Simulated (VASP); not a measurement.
All values below come from PBE GGA, VASP's PBE PAW potentials (set 64) (plane waves; VASP).

Input for VASP

POSCAR:
```
Er
3.5571520
  0.5000000000  -0.8660254046   0.0000000000
  0.5000000000   0.8660254046   0.0000000000
  0.0000000000   0.0000000000   1.5702247191
Er
2
Cartesian
  0.5000000000   0.2886757122   0.3925561798
  0.5000000000  -0.2886757122   1.1776685393
```

### KPOINTS
```
kpoints
0
gamma
  7 7 4
0 0 0
```

### INCAR
```
# general
SYSTEM =Er
PREC   =Accurate
ENCUT  =300
LREAL  =.FALSE.   # projection in real space or not
LASPH  =.TRUE.

# electronic loop
EDIFF  =1E-6
NELM   =100
ALGO   =Normal
LMAXMIX=6   # l cut-off of mixed one-centre charges

# smearing
ISMEAR =-1   # Fermi-Dirac
SIGMA  =0.1   # width (eV)

# functional
GGA    =PE   # PBE

# spin
ISPIN  =2   # spin-polarised
MAGMOM =3.0 3.0

# ions
ISIF   =2   # forces and stress, cell fixed

# output
LWAVE  =.FALSE.
LCHARG =.FALSE.
LORBIT =11   # lm-projected
```

POTCAR, in this order: Er (PBE.64 set). Program: vasp_std.

The run wrote:

### OUTCAR
```
 ion  position               nearest neighbor table
   1  0.333  0.667  0.250-   2 3.47   2 3.47   2 3.47   2 3.47   2 3.47   2 3.47
   2  0.667  0.333  0.750-   1 3.47   1 3.47   1 3.47   1 3.47   1 3.47   1 3.47
  LATTYP: Found a hexagonal cell.
 ALAT       =     3.5571520025
 C/A-ratio  =     1.5702247180
 Subroutine PRICEL returns:
 Original cell was already a primitive cell.
 Subroutine GETGRP returns: Found 24 space group operations
The static configuration has the point symmetry D_3d.
 The point group associated with its full space group is D_6h.
The dynamic configuration has the point symmetry D_3d.
The overall configuration has the point symmetry D_3d.
 Subroutine INISYM returns: Found 24 space group operations
 Subroutine IBZKPT returns following result:
 Found     24 irreducible k-points:

 Following reciprocal coordinates:
            Coordinates               Weight
  0.000000  0.000000  0.000000      1.000000
  0.142857  0.000000  0.000000      6.000000
  0.285714  0.000000  0.000000      6.000000
  0.428571  0.000000  0.000000      6.000000
  0.142857  0.142857  0.000000      6.000000
  0.285714  0.142857  0.000000     12.000000
...
```

### OSZICAR
```
       N       E                     dE             d eps       ncg     rms          rms(c)
DAV:   1     0.365983865425E+03    0.36598E+03   -0.11642E+04  3610   0.337E+03
DAV:   2     0.698274750950E+02   -0.29616E+03   -0.27259E+03  4689   0.590E+02
DAV:   3     0.467927965284E+01   -0.65148E+02   -0.62791E+02  4006   0.178E+02
DAV:   4    -0.748820950333E+01   -0.12167E+02   -0.11958E+02  5310   0.778E+01
DAV:   5    -0.917196547957E+01   -0.16838E+01   -0.16382E+01  5040   0.319E+01    0.410E+01
DAV:   6    -0.146485663019E+02   -0.54766E+01   -0.15692E+01  3566   0.609E+01    0.490E+01
DAV:   7    -0.155434320925E+02   -0.89487E+00   -0.88927E+01  2864   0.555E+01    0.726E+01
DAV:   8    -0.100489826446E+02    0.54944E+01   -0.49702E+00  3224   0.435E+01    0.248E+01
DAV:   9    -0.981914609689E+01    0.22984E+00   -0.16230E+00  4876   0.151E+01    0.114E+01
DAV:  10    -0.101555398790E+02   -0.33639E+00   -0.59242E-01  5392   0.118E+01    0.184E+01
DAV:  11    -0.978454083198E+01    0.37100E+00   -0.39132E-01  5116   0.709E+00    0.176E+01
DAV:  12    -0.100580608424E+02   -0.27352E+00   -0.54498E-01  4136   0.122E+01    0.150E+01
DAV:  13    -0.991614544747E+01    0.14192E+00   -0.10811E+00  3879   0.153E+01    0.119E+01
DAV:  14    -0.998097983929E+01   -0.64834E-01   -0.78996E-01  3818   0.100E+01    0.596E+00
DAV:  15    -0.101133446540E+02   -0.13236E+00   -0.71706E-02  5030   0.435E+00    0.537E+00
DAV:  16    -0.101404530234E+02   -0.27108E-01   -0.34787E-02  4594   0.453E+00    0.317E+00
DAV:  17    -0.101701545370E+02   -0.29702E-01   -0.67204E-02  4572   0.473E+00    0.124E+00
DAV:  18    -0.101956536558E+02   -0.25499E-01   -0.27857E-02  5139   0.151E+00    0.143E+00
DAV:  19    -0.101917902342E+02    0.38634E-02   -0.52225E-03  4453   0.823E-01    0.152E+00
DAV:  20    -0.101885559212E+02    0.32343E-02   -0.33572E-03  4848   0.101E+00    0.142E+00
DAV:  21    -0.101894882815E+02   -0.93236E-03   -0.38666E-03  4126   0.101E+00    0.129E+00
DAV:  22    -0.102000693746E+02   -0.10581E-01   -0.30108E-03  4366   0.106E+00    0.845E-01
DAV:  23    -0.102001209376E+02   -0.51563E-04   -0.41827E-03  4454   0.930E-01    0.531E-01
DAV:  24    -0.102005684039E+02   -0.44747E-03   -0.11408E-03  5204   0.566E-01    0.488E-01
DAV:  25    -0.102006303408E+02   -0.61937E-04   -0.56490E-04  5280   0.179E-01    0.482E-01
DAV:  26    -0.102006828907E+02   -0.52550E-04   -0.78515E-05  4979   0.609E-02    0.492E-01
DAV:  27    -0.102007779184E+02   -0.95028E-04   -0.45918E-05  3940   0.177E-01    0.481E-01
DAV:  28    -0.102007075747E+02    0.70344E-04   -0.49828E-05  3894   0.103E-01    0.388E-01
DAV:  29    -0.102015603718E+02   -0.85280E-03   -0.15349E-04  4045   0.326E-01    0.213E-01
DAV:  30    -0.102015223827E+02    0.37989E-04   -0.48356E-05  4591   0.123E-01    0.208E-01
DAV:  31    -0.102015340722E+02   -0.11690E-04   -0.13513E-05  3904   0.544E-02    0.190E-01
DAV:  32    -0.102015637680E+02   -0.29696E-04   -0.15340E-05  4152   0.619E-02    0.135E-01
DAV:  33    -0.102016330428E+02   -0.69275E-04   -0.16048E-05  4169   0.761E-02    0.791E-02
DAV:  34    -0.102017416309E+02   -0.10859E-03   -0.45671E-05  3991   0.113E-01    0.431E-02
DAV:  35    -0.102017402449E+02    0.13861E-05   -0.20918E-05  4034   0.419E-02    0.285E-02
DAV:  36    -0.102017398589E+02    0.38600E-06   -0.31162E-06  3061   0.162E-02
   1 F= -.10201740E+02 E0= -.99900185E+01  d E =-.423443E+00  mag=     4.7390
```

File OUTCAR:
```
------------------------ aborting loop because EDIFF is reached ----------------------------------------
  FORCE on cell =-STRESS in cart. coord.  units (eV):
  Direction    XX          YY          ZZ          XY          YZ          ZX
  --------------------------------------------------------------------------------------
  Total        0.3447366      0.3447366      0.8086656      0.0000000      0.0000000      0.0000000
  in kB        9.0239832      9.0239832     21.1680001      0.0000000      0.0000000      0.0000000
  external PRESSURE =      13.0719888 kB  Pullay stress =       0.0000000 kB
  volume of cell :       61.21
      direct lattice vectors                 reciprocal lattice vectors
     1.778576000 -3.080584000  0.000000000     0.281123775 -0.162306887  0.000000000
     1.778576000  3.080584000  0.000000000     0.281123775  0.162306887  0.000000000
     0.000000000  0.000000000  5.585528000     0.000000000  0.000000000  0.179034104
 POSITION                                       TOTAL-FORCE (eV/Angst)
 -----------------------------------------------------------------------------------
      1.77858      1.02686      1.39638         0.000000      0.000000      0.000000
      1.77858     -1.02686      4.18915        -0.000000     -0.000000      0.000000
 -----------------------------------------------------------------------------------
    total drift:                               -0.000000      0.002250     -0.000018
  FREE ENERGIE OF THE ION-ELECTRON SYSTEM (eV)
  ---------------------------------------------------
  free  energy   TOTEN  =       -10.2017398589 eV

  energy  without entropy=       -9.7782970704  energy(sigma->0) =       -9.99001846

 total charge

# of ion       s       p       d       f       tot
--------------------------------------------------
    1        2.139   5.738   0.402  11.352  19.632
    2        2.139   5.738   0.402  11.352  19.632
--------------------------------------------------
tot          4.278  11.476   0.805  22.705  39.264

 magnetization (x)

# of ion       s       p       d       f       tot
--------------------------------------------------
    1        0.003  -0.023  -0.007   2.442   2.414
    2        0.003  -0.023  -0.007   2.442   2.414
--------------------------------------------------
tot          0.005  -0.047  -0.015   4.884   4.828
```
(Selected blocks of OUTCAR.)

### OUTCAR
```
 val. band max:        2.4743413832   @ k =   0.2857   0.1429   0.0000

 cond. band min:       2.4800043287   @ k =   0.1429   0.1429   0.2500


 Fermi energy:         2.4749532285

 spin component 1

 k-point     1 :       0.0000    0.0000    0.0000
  band No.  band energies     occupation
      1     -46.9348      1.00000
      2     -46.8797      1.00000
      3     -21.3829      1.00000
      4     -20.8339      1.00000
      5     -20.8339      1.00000
      6     -20.7288      1.00000
      7     -20.7288      1.00000
      8     -20.6769      1.00000
      9      -2.7425      1.00000
     10      -0.3390      1.00000
     11      -0.2463      1.00000
     12      -0.2277      1.00000
     13      -0.2228      1.00000
     14       0.3223      1.00000
     15       0.3224      1.00000
     16       0.3519      1.00000
     17       0.3519      1.00000
     18       0.5716      1.00000
     19       0.6430      1.00000
     20       0.6430      1.00000
     21       0.6861      1.00000
     22       0.6928      1.00000
     23       0.7134      1.00000
     24       0.7134      1.00000
     25       3.7735      0.00000
     26       4.9693      0.00000
     27       4.9693      0.00000
     28       5.3334      0.00000
     29       5.7289      0.00000

 k-point     2 :       0.1429    0.0000    0.0000
  band No.  band energies     occupation
      1     -46.9275      1.00000
      2     -46.8772      1.00000
      3     -21.3411      1.00000
      4     -20.9178      1.00000
      5     -20.8620      1.00000
      6     -20.8166      1.00000
      7     -20.7399      1.00000
      8     -20.6969      1.00000
      9      -2.2589      1.00000
     10      -0.3296      1.00000
     11      -0.2413      1.00000
     12      -0.2136      1.00000
     13      -0.2021      1.00000
     14       0.3162      1.00000
     15       0.3338      1.00000
     16       0.3519      1.00000
     17       0.3590      1.00000
...
```

At this cut-off the stress carries a Pulay error, which pulls relaxed volumes low.

The structure is a typed Er crystal. The cell was not relaxed at this level.
